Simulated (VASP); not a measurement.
TiO2 (anatase): the bulk modulus from VASP (plane waves, PAW) at several levels of theory. Static lattice, third-order Birch-Murnaghan fit over five volumes.

```json
[
 {"level": "RPBE", "bulk modulus (GPa)": "163"},
 {"level": "AM05", "bulk modulus (GPa)": "178"},
 {"level": "PBE-D3(BJ)", "bulk modulus (GPa)": "172"},
 {"level": "PBE-D4", "bulk modulus (GPa)": "173"}
]
```

The cell of the RPBE run:

```cif
data_O4Ti2
_chemical_formula_sum 'Ti2 O4'
_space_group_name_H-M_alt 'P 1'
_space_group_IT_number 1
_cell_length_a 5.61131
_cell_length_b 5.61131
_cell_length_c 5.61131
_cell_angle_alpha 140.129
_cell_angle_beta 140.129
_cell_angle_gamma 57.657
loop_
_space_group_symop_operation_xyz
  'x, y, z'
loop_
_atom_site_label
_atom_site_type_symbol
_atom_site_fract_x
_atom_site_fract_y
_atom_site_fract_z
_atom_site_occupancy
Ti1 Ti 0.75000 0.25000 0.50000 1
Ti2 Ti 0.00000 0.00000 0.00000 1
O1 O 0.54438 0.04438 0.50000 1
O2 O 0.79438 0.79438 0.00000 1
O3 O 0.20562 0.20562 0.00000 1
O4 O 0.95562 0.45562 0.50000 1
```

Only levels that ran to the end are used. Left out are those held back, those with too coarse a band path, GW runs whose mesh misses a band edge, hybrids' fits of cells that aren't cubic and levels without matching references; a question may draw on a part of the rest.

The compound is TiO2 in the anatase structure, one of several forms; rutile is the usual stable one.
